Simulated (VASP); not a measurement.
Calculation: r2SCAN meta-GGA, VASP's PBE PAW potentials (set 64) (plane waves; VASP).

VASP ran on this input.

INCAR:
```
LWAVE = .False.
SIGMA = 0.1   # width (eV)
LMIXTAU = .True.
LASPH = .True.
NELMIN = 4
LORBIT = 11   # lm-projected
ISMEAR = 1
NELM = 100   # most electronic steps
LCHARG = .False.
METAGGA = R2SCAN
ALGO = Normal   # blocked Davidson
SYSTEM = Na(211) slab
EDIFF = 1E-6   # SCF stop (eV)
PREC = Normal
LREAL = .False.   # projection in real space or not
ENCUT = 400   # plane-wave cut-off (eV)
LDIPOL = .True.
DIPOL = 0.5 0.5 0.5
LVHAR = .True.
IDIPOL = 3
```

**KPOINTS**
```
Automatic mesh
0
Gamma
8 5 1
0 0 0
```

### POSCAR
```
Na(211) slab
3.6690080
  1.0000000827   0.0000000000   0.0000000000
  0.0000000000   1.6329934552   0.0000000000
  0.0000000000   0.0000000000   6.8942749901
Na
6
Direct
  0.6290906124   0.7500000000   0.3326359247
  0.0276059762   0.2500000000   0.3966833264
  0.3325616981   0.7500000000   0.4649811630
  0.6674383019   0.2500000000   0.5350188370
  0.9723940238   0.7500000000   0.6033166736
  0.3709093876   0.2500000000   0.6673640753
```

POTCAR, in this order: Na_pv (PBE.64 set). Program: vasp_std. Read from the step before: WAVECAR.

The resulting files:

**OUTCAR**
```
 ion  position               nearest neighbor table
   1  0.629  0.750  0.333-
   2  0.028  0.250  0.397-
   3  0.333  0.750  0.465-
   4  0.667  0.250  0.535-
   5  0.972  0.750  0.603-
   6  0.371  0.250  0.667-
  LATTYP: Found a simple orthorhombic cell.
 ALAT       =     3.6690083035
 B/A-ratio  =     1.6329933201
 C/A-ratio  =     6.8942744198
 Subroutine PRICEL returns:
 Original cell was already a primitive cell.
 Subroutine GETGRP returns: Found  4 space group operations
The static configuration has the point symmetry S_2 .
 The point group associated with its full space group is C_2h.
The dynamic configuration has the point symmetry S_2 .
 Subroutine INISYM returns: Found  4 space group operations
 Subroutine IBZKPT returns following result:
 Found     15 irreducible k-points:

 Following reciprocal coordinates:
            Coordinates               Weight
  0.000000  0.000000  0.000000      1.000000
  0.125000  0.000000  0.000000      2.000000
  0.250000  0.000000  0.000000      2.000000
  0.375000  0.000000  0.000000      2.000000
  0.500000  0.000000  0.000000      1.000000
  0.000000  0.200000  0.000000      2.000000
  0.125000  0.200000  0.000000      4.000000
  0.250000  0.200000  0.000000      4.000000
  0.375000  0.200000  0.000000      4.000000
  0.500000  0.200000  0.000000      2.000000
  0.000000  0.400000  0.000000      2.000000
  0.125000  0.400000  0.000000      4.000000
  0.250000  0.400000  0.000000      4.000000
  0.375000  0.400000  0.000000      4.000000
  0.500000  0.400000  0.000000      2.000000
   k-points           NKPTS =     15   k-points in BZ     NKDIM =     15   number of bands    NBANDS=     25
   number of dos      NEDOS =    301   number of ions     NIONS =      6
...
```

OSZICAR:
```
       N       E                     dE             d eps       ncg     rms          rms(c)
DAV:   1    -0.206327404663E+02   -0.20633E+02   -0.19663E-05   630   0.332E-02    0.856E-04
DAV:   2    -0.206327383390E+02    0.21273E-05   -0.17820E-06   541   0.106E-02    0.247E-04
DAV:   3    -0.206327380571E+02    0.28188E-06   -0.71501E-07   509   0.694E-03    0.141E-04
DAV:   4    -0.206327371870E+02    0.87015E-06   -0.60230E-07   508   0.590E-03
   1 F= -.20632737E+02 E0= -.20632756E+02  d E =0.552768E-04
```

OUTCAR:
```
------------------------ aborting loop because EDIFF is reached ----------------------------------------
  FORCE on cell =-STRESS in cart. coord.  units (eV):
  Direction    XX          YY          ZZ          XY          YZ          ZX
  --------------------------------------------------------------------------------------
  Total       -0.3643146     -0.2375754     -0.5032382      0.0000000      0.0000000      0.0528577
  in kB       -1.0497070     -0.6845309     -1.4499905      0.0000000      0.0000000      0.1523000
  external PRESSURE =      -1.0614094 kB  Pullay stress =       0.0000000 kB
  volume of cell :      556.06
      direct lattice vectors                 reciprocal lattice vectors
     3.669008304  0.000000000  0.000000000     0.272553213  0.000000000  0.000000000
     0.000000000  5.991466051  0.000000000     0.000000000  0.166904058  0.000000000
     0.000000000  0.000000000 25.295150093     0.000000000  0.000000000  0.039533270
 POSITION                                       TOTAL-FORCE (eV/Angst)
 -----------------------------------------------------------------------------------
      2.30814      4.49360      8.41408         0.007808     -0.000000     -0.000210
      0.10129      1.49787     10.03416         0.014895      0.000000      0.003591
      1.22017      4.49360     11.76177        -0.000033     -0.000000     -0.003927
      2.44884      1.49787     13.53338         0.000033     -0.000000      0.003927
      3.56772      4.49360     15.26099        -0.014895     -0.000000     -0.003591
      1.36087      1.49787     16.88107        -0.007808     -0.000000      0.000210
 -----------------------------------------------------------------------------------
    total drift:                                0.000000      0.000000      0.000000
  FREE ENERGIE OF THE ION-ELECTRON SYSTEM (eV)
  ---------------------------------------------------
  free  energy   TOTEN  =       -20.6327371870 eV

  energy  without entropy=      -20.6327924638  energy(sigma->0) =      -20.63275561

 total charge

# of ion       s       p       d       tot
------------------------------------------
    1        0.092   5.961   0.000   6.053
    2        0.083   5.967   0.000   6.050
    3        0.082   5.969   0.000   6.051
    4        0.082   5.969   0.000   6.051
    5        0.083   5.967   0.000   6.050
    6        0.092   5.961   0.000   6.053
--------------------------------------------------
tot          0.514  35.795   0.000  36.309
```
(Selected blocks of OUTCAR.)

The cell is a thin slab with vacuum, built from Na (bcc): (211) face.
